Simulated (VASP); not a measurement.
Write the native input for VASP 6.6.1 that does the following.

```yaml
Task: single point
Functional: LDA
Potentials_or_basis: VASP PAW LDA potentials, release 64 (Ba_sv, Hg)
Cutoff: 520 eV
k_mesh: 12 × 12 × 12
Occupations: gaussian, width 0.15 eV
Spin: no spin polarisation
Dipole_correction: no
Further_INCAR_settings: ALGO = Fast; EDIFF = 1e-06; NBANDS = 18
```

The structure of BaHg lies in POSCAR:

```
BaHg
1.0
    4.1787600400      0.0000000000      0.0000000000
    0.0000000000      4.1787600400      0.0000000000
    0.0000000000      0.0000000000      4.1787600400
Ba Hg
1 1
Direct
    0.0000000000      0.0000000000      0.0000000000
    0.5000000000      0.5000000000      0.5000000000
```

The cell comes from a database or a generator and needn't be the stable form of this composition.

The input as run:

INCAR

```
PREC     = Accurate       # precision mode
ENCUT    = 520            # plane-wave cutoff, eV
EDIFF    = 1E-6           # SCF threshold, eV
ISMEAR   = 0              # smearing method
SIGMA    = 0.15           # smearing width, eV
LREAL    = F              # projectors in reciprocal space
LASPH    = T              # aspherical terms in the spheres
NELM     = 100            # most SCF steps
ALGO     = Fast           # electronic algorithm
ISIF     = 2              # what is computed and relaxed
LWAVE    = F              # write WAVECAR
LCHARG   = F              # write CHGCAR
NBANDS   = 18             # bands
```

KPOINTS

```
Automatic mesh
0
Gamma
  12 12 12
```

Potentials or basis: VASP PAW LDA potentials, release 64 (Ba_sv, Hg).

Run with:

```console
$ cat potpaw_LDA.64/Ba_sv/POTCAR potpaw_LDA.64/Hg/POTCAR > POTCAR
$ mpirun -np 1 vasp_std > vasp.out
```

It gave:

The pressure is -2.6 GPa. The band gap on the k mesh is none (metal or under the smearing width).

It took 45 s on 1 thread of Intel(R) Xeon(R) Platinum 8488C (Sapphire Rapids), with other jobs on the host, peak memory 0.24 GiB.
